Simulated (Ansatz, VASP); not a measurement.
TaSb4Au in VASP and in Ansatz

```
CELL_PARAMETERS angstrom
0.00000 4.24394 4.24394
4.24394 0.00000 4.24394
4.24394 4.24394 0.00000
ATOMIC_POSITIONS crystal
Ta 0.25000 0.25000 0.25000
Sb 0.62474 0.62474 0.62474
Sb 0.62474 0.62474 0.12577
Sb 0.62474 0.12577 0.62474
Sb 0.12577 0.62474 0.62474
Au 0.00000 0.00000 0.00000
```

Change from the starting cell: species swapped into the ErInCu4 type (F-43m, No. 216).

Alike in both runs: functional PBE; k mesh 8 × 8 × 8; occupations gaussian, width 0.1 eV; no spin polarisation.

Ansatz relaxed the structure, and its values are those at the end. VASP's run is a single point on that final structure, the one shown.

|  | VASP | Ansatz |
| --- | --- | --- |
| version | VASP 6.6.1 | Ansatz 0.2.0 |
| potentials or method | VASP PAW PBE potentials, release 64 (Ta_pv, Sb, Au) | scalar-relativistic, plane waves, PAW |
| plane-wave cutoff (eV) | 520 | 420 |
| valence electrons in the cell | 42 | 92 |

```tsv
	VASP	Ansatz	Ansatz less VASP
gap on the k mesh at the Fermi level (eV)	none	none	-
pressure (GPa)	0.0	0.0	0.00
rms of the force components (eV/Å)	0.004	0.000	-0.0037
```

A gap of «none» marks a metal or a gap that the smearing closes. The two sets of potentials don't hold the same shells in valence.

The runs have no spin-orbit coupling, so splittings on Au, Sb, Ta are missing.
